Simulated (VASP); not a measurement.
# HfMo2 (Fd-3m) in VASP: further runs, part 2 of 2

VASP 6.6.1. Earlier steps stand in the parts before.

## (3) Relaxation of cell and atoms, LDA

This run uses another cell than the first one, of 17.97 Å³/atom, 1.047 times its volume.

Input file INCAR:

```
SYSTEM = HfMo2
PREC = Accurate ; ENCUT = 600
EDIFF = 1E-6 ; ISMEAR = -1
SIGMA = 0.05 ; LREAL = .FALSE.
LASPH = .TRUE. ; NELM = 100
ALGO = Normal ; ISIF = 8
LWAVE = .FALSE. ; LCHARG = .FALSE.
GGA = CA ; IBRION = 2
NSW = 80 ; EDIFFG = -0.02
```

Input file KPOINTS:

```
Automatic mesh
0
G
  5 5 5
  0 0 0
```

Input file POSCAR:

```
HfMo2
1.0
    0.0000000000      3.7775000000      3.7775000000
    3.7775000000      0.0000000000      3.7775000000
    3.7775000000      3.7775000000      0.0000000000
Hf Mo
2 4
Direct
    0.0000000000      0.0000000000      0.0000000000
    0.2500000000      0.2500000000      0.2500000000
    0.6250000000      0.6250000000      0.6250000000
    0.1250000000      0.6250000000      0.6250000000
    0.6250000000      0.6250000000      0.1250000000
    0.6250000000      0.1250000000      0.6250000000
```

Potentials or basis: VASP PAW LDA potentials, release 64 (Hf_pv, Mo_sv).

Run with:

```
$ cat potpaw_LDA.64/Hf_pv/POTCAR potpaw_LDA.64/Mo_sv/POTCAR > POTCAR
$ mpirun -np 1 vasp_std > vasp.out
```

OUTCAR:

```text
SYSTEM = HfMo2
   PREC = Accurate
   ENCUT = 600
   EDIFF = 1E-6
   ISMEAR = -1
   LREAL = .FALSE.
   LASPH = .TRUE.
   NELM = 100
   ISIF = 8
   GGA = CA
   IBRION = 2
   NSW = 80
   EDIFFG = -0.02

 ion  position               nearest neighbor table
   1  0.000  0.000  0.000-   3 3.13   5 3.13   6 3.13   3 3.13   4 3.13   5 3.13   3 3.13   4 3.13
                             6 3.13   4 3.13   5 3.13   6 3.13   2 3.27   2 3.27   2 3.27   2 3.27
   2  0.250  0.250  0.250-   4 3.13   5 3.13   6 3.13   3 3.13   4 3.13   6 3.13   3 3.13   4 3.13
                             5 3.13   3 3.13   5 3.13   6 3.13   1 3.27   1 3.27   1 3.27   1 3.27
   3  0.625  0.625  0.625-   4 2.67   5 2.67   6 2.67   5 2.67   6 2.67   4 2.67   1 3.13   2 3.13
                             1 3.13   2 3.13   1 3.13   2 3.13
   4  0.125  0.625  0.625-   3 2.67   5 2.67   6 2.67   3 2.67   5 2.67   6 2.67   2 3.13   1 3.13
                             1 3.13   2 3.13   2 3.13   1 3.13
   5  0.625  0.625  0.125-   3 2.67   3 2.67   4 2.67   6 2.67   6 2.67   4 2.67   1 3.13   2 3.13
                             1 3.13   2 3.13   1 3.13   2 3.13
   6  0.625  0.125  0.625-   3 2.67   5 2.67   3 2.67   4 2.67   5 2.67   4 2.67   2 3.13   1 3.13
                             2 3.13   2 3.13   1 3.13   1 3.13

  LATTYP: Found a face centered cubic cell.
 ALAT       =     7.5550000000

  Lattice vectors:

 A1 = (   0.0000000000,   3.7775000000,   3.7775000000)
 A2 = (   3.7775000000,   0.0000000000,   3.7775000000)
 A3 = (   3.7775000000,   3.7775000000,   0.0000000000)

Analysis of symmetry for initial positions (statically):
=====================================================================
 Subroutine PRICEL returns:
 Original cell was already a primitive cell.

 Routine SETGRP: Setting up the symmetry group for a
 face centered cubic supercell.

 Subroutine GETGRP returns: Found 48 space group operations
 (whereof 24 operations were pure point group operations)
 out of a pool of 48 trial point group operations.

The static configuration has the point symmetry T_d .
 The point group associated with its full space group is O_h .

Analysis of symmetry for dynamics (positions and initial velocities):
=====================================================================
 Subroutine PRICEL returns:
 Original cell was already a primitive cell.

 Routine SETGRP: Setting up the symmetry group for a
 face centered cubic supercell.

 Subroutine GETGRP returns: Found 48 space group operations
 (whereof 24 operations were pure point group operations)
 out of a pool of 48 trial point group operations.

The dynamic configuration has the point symmetry T_d .
 The point group associated with its full space group is O_h .

 Subroutine INISYM returns: Found 48 space group operations
 (whereof 24 operations are pure point group operations),
 and found     1 'primitive' translations

----------------------------------------------------------------------------------------

                                     Primitive cell

  volume of cell :     107.8061

  direct lattice vectors                    reciprocal lattice vectors
     0.000000000  3.777500000  3.777500000    -0.132362674  0.132362674  0.132362674
     3.777500000  0.000000000  3.777500000     0.132362674 -0.132362674  0.132362674
     3.777500000  3.777500000  0.000000000     0.132362674  0.132362674 -0.132362674

  length of vectors
     5.342191732  5.342191732  5.342191732     0.229258876  0.229258876  0.229258876

  position of ions in fractional coordinates (direct lattice)
     0.000000000  0.000000000  0.000000000
     0.250000000  0.250000000  0.250000000
     0.625000000  0.625000000  0.625000000
     0.125000000  0.625000000  0.625000000
     0.625000000  0.625000000  0.125000000
     0.625000000  0.125000000  0.625000000

  ion indices of the primitive-cell ions
[... 53 lines left out ...]
   NGXF,Y,Z  is equivalent  to a cutoff of  29.87, 29.87, 29.87 a.u.
 SYSTEM =  HfMo2
   PREC   = accura    normal or accurate (medium, high low for compatibility)
   ISTART =      0    job   : 0-new  1-cont  2-samecut
   ICHARG =      2    charge: 1-file 2-atom 10-const
   ISPIN  =      1    spin polarized calculation?
   LNONCOLLINEAR =      F non collinear calculations
   LSORBIT =      F    spin-orbit coupling
   LASPH  =      T    aspherical Exc in radial PAW
   ENCUT  =  600.0 eV  44.10 Ry    6.64 a.u.  10.67 10.67 10.67*2*pi/ulx,y,z
   NELM   =    100;   NELMIN=  2; NELMDL= -5     # of ELM steps
   EDIFF  = 0.1E-05   stopping-criterion for ELM
   LREAL  =      F    real-space projection
   EDIFFG = -.2E-01   stopping-criterion for IOM
   NSW    =     80    number of steps for IOM
   IBRION =      2    ionic relax: 0-MD 1-quasi-New 2-CG
   NFREE  =      1    steps in history (QN), initial steepest desc. (CG)
   ISIF   =      8    stress and relaxation
   ISYM   =      2    0-nonsym 1-usesym 2-fastsym
   POTIM  = 0.5000    time-step for ionic-motion
   TEBEG  =    0.0;   TEEND  =   0.0 temperature during run
   PSTRESS=    0.0 pullay stress
   NELECT =      76.0000    total number of electrons
   NUPDOWN=      -1.0000    fix difference up-down
   EMIN   =  10.00;   EMAX   =-10.00  energy-range for DOS
   EFERMI =   0.00;   METHOD = LEGACY
   ISMEAR =    -1;   SIGMA  =   0.05  broadening in eV -4-tet -1-fermi 0-gaus
   EFERMI_NEDOS =   21; number of points for ismear=-14 and -15
   IALGO  =     38    algorithm
   IMIX   =      4    mixing-type and parameters
     AMIX     =   0.40;   BMIX     =  1.00
     AMIX_MAG =   1.60;   BMIX_MAG =  1.00
  volume/ion in A,a.u.               =      17.97       121.25
  Fermi-wavevector in a.u.,A,eV,Ry     =   1.457018  2.753365 28.883824  2.122901
  Thomas-Fermi vector in A             =   2.573868
   LORBIT       =      0    0 simple, 1 ext, 2 COOP (PROOUT), +10 PAW based schemes
   GGA     = CA    functional components
   LHFCALC =     F    Hartree Fock is set to
   AEXX    =    0.0000 exact exchange contribution
   IVDW    =     0    specifies the selected vdW correction
   LEPSILON=     F    determine dielectric tensor
   LRPA    =     F    only Hartree local field effects (RPA)
 conjugate gradient relaxation of ions
 non-spin polarized calculation
  energy-cutoff  :      600.00
  volume of cell :      107.81
 maximum number of plane-waves:      3647
 NGX is ok and might be reduce to    48
   NGX = 21   NGY = 21   NGZ = 21

--------------------------------------- Ionic step        1  -------------------------------------------

 number of electron      75.9999994 magnetization

 Free energy of the ion-electron system (eV)
  ---------------------------------------------------
  ext. energy  EPLUGINS =         0.00000000
  ---------------------------------------------------
  free energy    TOTEN  =       -70.69224515 eV

  energy without entropy =      -70.65774618  energy(sigma->0) =      -70.67499566

------------------------ aborting loop because EDIFF is reached ----------------------------------------

  FORCE on cell =-STRESS in cart. coord.  units (eV):
  Direction    XX          YY          ZZ          XY          YZ          ZX
  --------------------------------------------------------------------------------------
  -------------------------------------------------------------------------------------
  Total       -5.9235358     -5.9235358     -5.9235358      0.0000000      0.0000000     -0.0000000
  in kB      -88.0335442    -88.0335442    -88.0335442      0.0000000      0.0000000     -0.0000000
  external PRESSURE =     -88.0335442 kB  Pullay stress =       0.0000000 kB
[... 27 lines left out ...]
--------------------------------------- Ionic step        2  -------------------------------------------

 number of electron      76.0000000 magnetization

 E-fermi :  10.7774     XC(G=0): -13.4651

 val. band max:       10.6731235663   @ k =   0.2000   0.0000   0.0000
 cond. band min:      10.8451827012   @ k =   0.4000   0.2000   0.0000
 fundamental gap:      0.1720591350
 Fermi energy:        10.7774170408

 k-point     1 :       0.0000    0.0000    0.0000
  band No.  band energies     occupation
      1     -49.8096      2.00000
      2     -49.2963      2.00000
      3     -49.2963      2.00000
      4     -49.2963      2.00000
      5     -25.8422      2.00000
      6     -24.5615      2.00000
[... 548 lines left out ...]
--------------------------------------- Ionic step        4  -------------------------------------------

 number of electron      76.0000006 magnetization

 Free energy of the ion-electron system (eV)
  ---------------------------------------------------
  ext. energy  EPLUGINS =         0.00000000
  ---------------------------------------------------
  free energy    TOTEN  =       -70.82236409 eV

  energy without entropy =      -70.79002304  energy(sigma->0) =      -70.80619356

 E-fermi :   9.3129     XC(G=0): -12.9159

 val. band max:        9.2617233492   @ k =   0.2000   0.0000   0.0000
 cond. band min:       9.3217030532   @ k =   0.4000   0.2000   0.0000
 fundamental gap:      0.0599797040
 Fermi energy:         9.3128741065

 k-point     1 :       0.0000    0.0000    0.0000
  band No.  band energies     occupation
      1     -51.1058      2.00000
      2     -50.7561      2.00000
      3     -50.7561      2.00000
      4     -50.7561      2.00000
      5     -26.6744      2.00000
      6     -25.7204      2.00000
[... 502 lines left out ...]
  FREE ENERGIE OF THE ION-ELECTRON SYSTEM (eV)
  ---------------------------------------------------
  free  energy   TOTEN  =       -70.8223640887 eV

  energy  without entropy=      -70.7900230408  energy(sigma->0) =      -70.80619356

 reached required accuracy - stopping structural energy minimisation
```

Run time: 2.4 min. Hardware: 1 thread of Intel Xeon Platinum 8488C (Sapphire Rapids), shared host; peak memory 0.26 GiB.

Results:

- Free energy: -70.8224 eV
- Relaxed volume: 17.21 Å³/atom
- Relaxed cell: a = 5.266 Å, b = 5.266 Å, c = 5.266 Å, α = 60.00°, β = 60.00°, γ = 60.00°
- Space group after relaxing (to 0.05 Å): Fd-3m (No. 227)
- Energy gained by relaxing: 21.7 meV/atom
- Ionic steps: 4
- Pressure after relaxing: -0.1 GPa
- Band gap on the k mesh: none (metal or under the smearing width)

The path:
```
step  energy change (eV)  largest force (eV/Å)  pressure (GPa)  volume (Å³)
   1              0.0000                0.0000           -8.80       107.81
   2              0.6809                0.0000           27.97        93.12
   3             -0.1299                0.0000           -0.36       103.41
   4             -0.1301                0.0000           -0.06       103.26
```

Final structure:
```
CELL_PARAMETERS angstrom
0.00000 3.72362 3.72362
3.72362 0.00000 3.72362
3.72362 3.72362 0.00000
ATOMIC_POSITIONS crystal
Hf 0.00000 0.00000 0.00000
Hf 0.25000 0.25000 0.25000
Mo 0.62500 0.62500 0.62500
Mo 0.12500 0.62500 0.62500
Mo 0.62500 0.62500 0.12500
Mo 0.62500 0.12500 0.62500
```

Levels at points of the mesh, in eV from the Fermi level:
```tsv
k point	band 33	band 34	band 35	band 36	band 37	band 38	band 39	band 40	band 41	band 42
(0.00, 0.00, 0.00)	-0.45	-0.45	0.47	0.47	0.47	0.87	0.87	0.87	1.43	1.43
```
